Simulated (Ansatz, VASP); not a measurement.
# Cross-check of HfO2 between VASP and Ansatz, part 2 of 2

One calculation is typed for both programs; each brings its own data sets and cutoff. How far apart do they land? The cell is taken from a series of VASP runs on this material, whose earlier steps may have relaxed, scaled or displaced it; both programs get it as it stands. Other levels of theory on this material are compared in a session of their own.

VASP 6.6.1 and Ansatz 0.2.0.

So far. Step 2 (VASP: band structure, LDA, spin-orbit coupling): The run ends at a pressure of -19.16 GPa.

## Step 3: Ansatz: band structure, LDA, spin-orbit coupling

Level of this step: Ansatz beside VASP: Kohn-Sham DFT, plane waves, LDA, spin-orbit coupling (Ansatz).

Ansatz runs on its fully relativistic PAW (standard-fr) files.

The same cell, functional (in two slightly different forms), mesh and smearing now go to Ansatz, which takes its cutoff from its data sets.

Contents of input.yaml:

```yaml
crystal:
  lattice:
    - [0.0, 2.5575, 2.5575]
    - [2.5575, 0.0, 2.5575]
    - [2.5575, 2.5575, 0.0]
  atoms:
    - { symbol: Hf, position: [0.0, 0.0, 0.0] }
    - { symbol: O, position: [0.25, 0.25, 0.25] }
    - { symbol: O, position: [0.75, 0.75, 0.75] }
hamiltonian:
  xc: lda
  pseudopotentials: { kind: paw_fr }
magnetization:
  noncollinear: true
  spin_orbit: true
kpoints:
  mp_grid: { grid: [10, 10, 10] }
  band_path:
    path:
      - [0.0, 0.0, 0.0]
      - [0.16667, 0.0, 0.16667]
      - [0.33333, 0.0, 0.33333]
      - [0.5, 0.0, 0.5]
      - [0.5, 0.08333, 0.58333]
      - [0.5, 0.18333, 0.68333]
      - [0.5, 0.25, 0.75]
      - [0.45, 0.3, 0.75]
      - [0.40833, 0.34167, 0.75]
      - [0.35, 0.35, 0.7]
      - [0.225, 0.225, 0.45]
      - [0.075, 0.075, 0.15]
      - [0.03333, 0.03333, 0.03333]
      - [0.23333, 0.23333, 0.23333]
      - [0.4, 0.4, 0.4]
      - [0.51667, 0.46667, 0.51667]
      - [0.55833, 0.38333, 0.55833]
      - [0.60833, 0.28333, 0.60833]
      - [0.60833, 0.25, 0.64167]
      - [0.55833, 0.25, 0.69167]
      - [0.51667, 0.25, 0.73333]
      - [0.5, 0.3, 0.7]
      - [0.5, 0.38333, 0.61667]
      - [0.5, 0.48333, 0.51667]
      - [0.475, 0.475, 0.55]
      - [0.425, 0.425, 0.65]
      - [0.38333, 0.38333, 0.73333]
      - [0.59167, 0.18333, 0.59167]
      - [0.55, 0.1, 0.55]
      - [0.5, 0.0, 0.5]
    npoints: 1
scf:
  occupations: { method: gaussian, width: 0.02 }
  n_extra_bands: 14
output:
  forces: true
  stress: true
  eigenvalues: true
```

The run is started by

```bash
> ansatz run input.yaml --threads 2 --pin off --max-ram 4608MiB --backend cpu --events-out ev --progress --plain --runs-dir out
```

Numbers of over 12 decimals in the logs are rounded to 6 here.

The program printed:

```text
scf.n_extra_bands = 14 over 38 filled bands (N_el = 38.0): the run solves 52 bands
Engine: ansatz 0.2.0, x86_64-unknown-linux-gnu
Pseudopotentials: kind: paw_fr
Pseudopotential: Hf, paw_fr, valence charge 26, recommended cutoff 420 eV (normal), Hf.paw.azcp#standard-fr
Pseudopotential: O, paw_fr, valence charge 6, recommended cutoff 420 eV (normal), O.paw.azcp#standard-fr
Functional definition: SPW92
  exchange = slater_x
  correlation = pw_c
non-collinear run that drives no moment, with spin-orbit: no starting moment large enough to seed its density (crystal.atoms[].spin), no starting occupations that ask for one, no magnetisation constraint and no magnetic field, so the semilocal B_xc is pinned to zero
Crystal: 3 atoms, lattice volume = 33.456 Å³
Basis set: ecut = 420 eV, 645 PW (Γ)
Bands: 52, of which v1, the nominal top of the filled ones, is band 38 counted from 1 (37 counted from 0)
Symmetry: 48 space group operations + 48 with time reversal
Magnetic group: BNS 225.117 (UNI 1619), of the structure as read, at distance tolerance 3.2e-5 Å
k-points: 47 of 1000
Projection manifold: j_resolved (fully-relativistic pseudo-atomic orbitals)
Non-local potential: Hf, projectors of the file, l = 0: 3, l = 1: 4, l = 2: 4, l = 3: 6
Non-local potential: O, projectors of the file, l = 0: 2, l = 1: 4, l = 2: 2
PAW form: soft (Blöchl's): semilocal exchange-correlation on the pseudo side does not see the compensation charge
PAW frozen core: Hf, regenerated for the run's functional, and the local potential with it (the file was generated under x = pbe(κ = 0.804, μ = 0.219515), c = pbe(β = 0.066725))
PAW frozen core: O, regenerated for the run's functional, and the local potential with it (the file was generated under x = pbe(κ = 0.804, μ = 0.219515), c = pbe(β = 0.066725))
PAW one-centre angular grid: Hf, 590 points (default); XC on 64 Gauss nodes
PAW one-centre angular grid: O, 110 points (default); XC on 64 Gauss nodes
Initial density: superposition of atomic densities (chi_scale 0.1, normalization cell, long waves kept (reshape's long-wave potential 0.00 eV rms))
Initial wavefunctions: pseudopotential atomic-orbital guess
Functional: x = slater, c = lda
SCF iter   1: F=—  HF=-16611.301493 eV  |F-HF|=—  |Δ(HF+E_count)|=         —  Δρ=8.85e-2  dr2=2.04e0  dr2_m=0.00e0 (ungated)  ethr=3.10e-3  |M|=0.00e0 ∫|m|=0.00e0 μB  |m|>n=0.0e0 m-floor=0.0e0 τ_xc=0.0e0  β_m=0.30  ⟨swp⟩=5.7  Hψ=5002  notcnv=0  defer=38
preconditioner: auto → none  [insulator: Δε(μ)=2.667 eV  Ē_g=20.923 eV  σ=0.020 eV  W_gap=1.00  n_scr=14 (ndim 8)  ℏωp=38.5 eV  f_vac=0.002  D(μ)=0.00/eV (n_scr^D=0)  ε∞_Penn≈4.4]
SCF iter   2: F=—  HF=-16610.752945 eV  |F-HF|=—  |Δ(HF+E_count)|=   5.49e-1  Δρ=4.20e-2  dr2=4.05e-1  dr2_m=0.00e0 (ungated)  ethr=3.10e-3  |M|=0.00e0 ∫|m|=0.00e0 μB  |m|>n=0.0e0 m-floor=0.0e0 τ_xc=0.0e0  β_m=0.35  ⟨swp⟩=2.5  Hψ=2322  notcnv=0  defer=458
SCF iter   3: F=—  HF=-16610.663181 eV  |F-HF|=—  |Δ(HF+E_count)|=   8.98e-2  Δρ=2.54e-2  dr2=1.07e-1  dr2_m=0.00e0 (ungated)  ethr=1.07e-3  |M|=0.00e0 ∫|m|=0.00e0 μB  |m|>n=0.0e0 m-floor=0.0e0 τ_xc=0.0e0  β_m=0.47  ⟨swp⟩=2.3  Hψ=1526  notcnv=0  defer=458
SCF iter   4: F=—  HF=-16610.652378 eV  |F-HF|=—  |Δ(HF+E_count)|=   1.08e-2  Δρ=5.38e-3  dr2=3.98e-3  dr2_m=0.00e0 (ungated)  ethr=2.81e-4  |M|=0.00e0 ∫|m|=0.00e0 μB  |m|>n=0.0e0 m-floor=0.0e0 τ_xc=0.0e0  β_m=0.58  ⟨swp⟩=2.0  Hψ=1986  notcnv=0  defer=458
SCF iter   5: F=—  HF=-16610.654337 eV  |F-HF|=—  |Δ(HF+E_count)|=   1.96e-3  Δρ=2.08e-3  dr2=5.79e-4  dr2_m=0.00e0 (ungated)  ethr=1.05e-5  |M|=0.00e0 ∫|m|=0.00e0 μB  |m|>n=0.0e0 m-floor=0.0e0 τ_xc=0.0e0  β_m=0.64  ⟨swp⟩=2.0  Hψ=1608  notcnv=0  defer=458
SCF iter   6: F=—  HF=-16610.654418 eV  |F-HF|=—  |Δ(HF+E_count)|=   8.12e-5  Δρ=2.00e-4  dr2=5.88e-6  dr2_m=0.00e0 (ungated)  ethr=1.52e-6  |M|=0.00e0 ∫|m|=0.00e0 μB  |m|>n=0.0e0 m-floor=0.0e0 τ_xc=0.0e0  β_m=0.67  ⟨swp⟩=2.0  Hψ=1717  notcnv=0  defer=458
SCF iter   7: F=—  HF=-16610.654418 eV  |F-HF|=—  |Δ(HF+E_count)|=   2.28e-7  Δρ=2.25e-5  dr2=8.32e-8  dr2_m=0.00e0 (ungated)  ethr=2.63e-10  |M|=0.00e0 ∫|m|=0.00e0 μB  |m|>n=0.0e0 m-floor=0.0e0 τ_xc=0.0e0  β_m=0.75  ⟨swp⟩=9.2  Hψ=7362  notcnv=0
SCF iter   8: F=-16610.654418 eV  HF=-16610.654418 eV  |F-HF|=9.20e-10  |Δ(HF+E_count)|=   1.70e-8  Δρ=2.00e-6  dr2=1.07e-9  dr2_m=0.00e0 (ungated)  ethr=2.19e-10  |M|=0.00e0 ∫|m|=0.00e0 μB  |m|>n=0.0e0 m-floor=0.0e0 τ_xc=0.0e0  ⟨swp⟩=2.0  Hψ=3454  notcnv=0
SCF 1 converged in 8 iterations: F = -16610.654418 eV  dr2 = 1.07e-9
  greatest PAW one-centre occupation: 0.998 electrons in one spin orbital (limit 2), on the Hf atom at site 0 (counted from 0), in its partial waves of l = 3
NSCF: frozen V_eff on 30 k-points
SCF converged after 8 iterations
Magnetization: |M| = 0.0000 μB,  M = (+0.0000, +0.0000, +0.0000) μB
Absolute magnetization: 0.0000 μB (∫|m|)
  site 0: m = (+0.0000, +0.0000, +0.0000) μB, |m| = 0.0000 μB  (R = 0.91 Å)
  site 1: m = (+0.0000, +0.0000, +0.0000) μB, |m| = 0.0000 μB  (R = 0.91 Å)
  site 2: m = (+0.0000, +0.0000, +0.0000) μB, |m| = 0.0000 μB  (R = 0.91 Å)
Free energy (F): -16610.654418 eV
Harris-Foulkes:  -16610.654418 eV  (|F-HF|=9.20e-10)
Internal energy: -16610.654418 eV  (E = F + TS)
E sigma→0 (E₀):  -16610.654418 eV
Fermi energy:    16.876157 eV
--- Per-component energies (eV) ---
  E_band       = 17.704393
  E_kinetic    = 766.802571
  E_local      = -5824.296578  (includes V_loc(G=0)·N_el)
  E_nonlocal   = -1133.820937
  E_hartree    = 2657.013319
  E_xc         = -441.234042
  E_vxc        = -451.779269  (∫ρ·V_xc dr)
  E_paw        = -6995.674108  (= ΣΔE_a)
  E_vpaw       = 1346.767130  (= ΣTr[D̂ρ^β])
  E_aug_tail   = 0.005057  (compensation charges beyond the density's cutoff)
  E_ewald      = -5642.107159
  E_core_change = 2.657460  (= ΣΔE_core)
  E_smearing   = -0.000000  (= −TS)
  E_closure    = 0.000000  (closes the sum)
  Σ components = -16610.654418   (vs F -16610.654418, Δ=0.00e0)
--- Forces (eV/Å), atoms counted from 1 ---
  atom   1  Hf    -0.00000000     0.00000000     0.00000000
  atom   2  O     -0.00000000    -0.00000000    -0.00000000
  atom   3  O     -0.00000000    -0.00000000     0.00000000
  max |Σ_I F_I| component: 8.10e-18 eV/Å
--- Stress (GPa, compression-positive) ---
      -16.745436       0.000000       0.000000
        0.000000     -16.745436      -0.000000
       -0.000000       0.000000     -16.745436
  P = ⅓ Tr σ = -16.7454 GPa (-167.454 kbar)
--- Band table (eV; the first three rows and the last of 47) ---
  k-point 0: bands = [... 34 lower, 14.5561, 14.5561, 14.5561, 14.5561, 18.7559, 18.7559, 18.7559, 18.7559, ... 10 higher]
  k-point 1: bands = [... 34 lower, 14.3032, 14.3032, 14.3650, 14.3650, 18.9334, 18.9334, 18.9602, 18.9602, ... 10 higher]
  k-point 2: bands = [... 34 lower, 13.8534, 13.8534, 13.9626, 13.9626, 19.2612, 19.2612, 19.3589, 19.3589, ... 10 higher]
  k-point 46: bands = [... 34 lower, 13.6840, 13.6840, 14.9395, 14.9395, 19.4828, 19.4828, 20.0472, 20.0472, ... 10 higher]
```

Elapsed: 6.1 s, on 2 threads of Intel Xeon 6975P-C (Granite Rapids), shared host; peak memory 0.57 GiB.

In the SCF lines HF is the Harris–Foulkes energy and dr2 the Hartree energy of the density residual, in eV; the loop may stop once dr2 is under the threshold and the program's other checks hold. Hψ counts applications of the Hamiltonian.

## Step 4: Comparison

Known differences besides the potentials themselves: spin-orbit coupling enters by fully relativistic files in Ansatz and inside the spheres in VASP; the two LDA forms differ slightly; the data sets hold 38 valence electrons in Ansatz (fully relativistic PAW (standard-fr) files) and 22 in VASP; the cutoff is 420 eV in Ansatz and 520 eV in VASP; VASP's log shows a relativistic correction to its local exchange, Ansatz's none. Total energies have different zeros and are not compared.

The two programs side by side:

```csv
quantity,Ansatz,VASP,difference
pressure (GPa),-16.75,-19.16,+2.42
pressure without Ansatz's Pulay correction (GPa),-17.88,-19.16,+1.28
gap over the path points (eV),3.509,3.509,0.000
```

Levels at points of the path, from each program's valence-band top (eV; 8 filled, then empty):

```csv
k (reciprocal lattice),Ansatz,VASP
0.000 0.000 0.000,-5.26 -5.26 -0.72 -0.72 -0.57 -0.57 -0.57 -0.57 3.63 3.63 3.63 3.63 5.41 5.41,-5.22 -5.22 -0.69 -0.69 -0.55 -0.55 -0.55 -0.55 3.60 3.60 3.60 3.60 5.48 5.48
0.167 0.000 0.167,-4.18 -4.18 -2.62 -2.62 -0.67 -0.67 -0.55 -0.55 3.97 3.97 4.17 4.17 6.71 6.71,-4.17 -4.17 -2.60 -2.60 -0.63 -0.63 -0.52 -0.52 3.93 3.93 4.15 4.15 6.79 6.79
0.333 0.000 0.333,-4.06 -4.06 -1.69 -1.69 -1.05 -1.05 -0.90 -0.90 3.94 3.94 4.72 4.72 7.74 7.74,-4.03 -4.03 -1.69 -1.69 -0.99 -0.99 -0.86 -0.86 3.94 3.94 4.68 4.68 7.71 7.71
0.500 0.000 0.500,-3.26 -3.26 -1.59 -1.59 -1.53 -1.53 0.00 0.00 3.51 3.51 5.14 5.14 6.42 6.42,-3.25 -3.25 -1.54 -1.54 -1.48 -1.48 0.00 0.00 3.51 3.51 5.10 5.10 6.38 6.38
0.500 0.083 0.583,-3.27 -3.27 -1.71 -1.71 -1.52 -1.52 -0.05 -0.05 3.71 3.71 5.12 5.12 6.45 6.45,-3.24 -3.24 -1.66 -1.66 -1.48 -1.48 -0.05 -0.05 3.71 3.71 5.08 5.08 6.42 6.42
0.500 0.183 0.683,-2.93 -2.93 -2.16 -2.16 -1.45 -1.45 -0.17 -0.17 4.27 4.27 4.97 4.97 6.61 6.61,-2.89 -2.89 -2.12 -2.12 -1.40 -1.40 -0.17 -0.17 4.27 4.27 4.94 4.94 6.57 6.57
0.500 0.250 0.750,-2.64 -2.64 -2.47 -2.47 -1.42 -1.42 -0.20 -0.20 4.53 4.53 4.82 4.82 6.74 6.74,-2.59 -2.59 -2.44 -2.44 -1.38 -1.38 -0.20 -0.20 4.53 4.53 4.79 4.79 6.71 6.71
0.450 0.300 0.750,-2.89 -2.89 -2.34 -2.34 -1.39 -1.39 -0.26 -0.26 4.32 4.32 4.95 4.95 6.69 6.69,-2.84 -2.84 -2.29 -2.29 -1.34 -1.34 -0.26 -0.26 4.32 4.32 4.92 4.92 6.66 6.66
0.408 0.342 0.750,-3.18 -3.18 -2.26 -2.26 -1.35 -1.35 -0.32 -0.32 4.11 4.11 5.06 5.06 6.67 6.67,-3.14 -3.14 -2.22 -2.22 -1.30 -1.30 -0.32 -0.32 4.10 4.10 5.03 5.03 6.64 6.64
0.350 0.350 0.700,-3.26 -3.26 -2.50 -2.50 -1.29 -1.29 -0.52 -0.52 4.09 4.09 5.08 5.08 6.79 6.79,-3.22 -3.22 -2.47 -2.47 -1.23 -1.23 -0.51 -0.51 4.08 4.08 5.05 5.05 6.77 6.77
```

Among the levels compared at these points, filled levels agree within 60 meV and empty ones within 80 meV. Ansatz's pressure holds a Pulay correction of 1.13 GPa; VASP's holds none.

## Step 5: Further runs

Further runs change the set-up of one program: Ansatz's method, potentials or start, or VASP's data sets, cutoff or form of LDA. The table gives Ansatz less VASP for each quantity, since a change that brings one quantity closer may part another.

```csv
run,pressure (GPa),gap over the path points (eV),pressure without Ansatz's Pulay correction (GPa)
as above,2.4,3.0e-4,1.3
cores kept as stored,2.5,2.0e-4,1.4
Ansatz's larger PAW set (cutoff 900 eV),2.5,-0.0054,2.4
```

## Step 6: Outcome

```yaml
difference_in_pressure_band_structure_lda_spin_orbit_coupling: 2.4 GPa
```

What this shows: The difference in pressure is 2.4 GPa (band structure, LDA, spin-orbit coupling), beyond the 1 GPa picked in this series as the mark of a large difference. Band structure, LDA, spin-orbit coupling, cores kept as stored: the difference in gap over the path points goes from 3.0e-4 to 2.0e-4 eV. Band structure, LDA, spin-orbit coupling, Ansatz's larger PAW set (cutoff 900 eV): the difference in gap over the path points goes from 3.0e-4 to -0.0054 eV; the difference in pressure without Ansatz's Pulay correction goes from 1.3 to 2.4 GPa. 14 further runs of this series are not shown here. How closely two codes agree says nothing of how well the functional describes the real material.

[Lines on the potential files, build, host, timing and source positions are cut from VASP's logs without a mark.]

[Logs are printed without paths, hosts, clocks, repeated set-up lines and the standing remarks that a program may print on its own settings, such as how far it seeks lower states.]

[Hosts, paths, dates, database ids (printed as entryN), source tags and the programs' standing remarks are cut or masked in the printed files.]
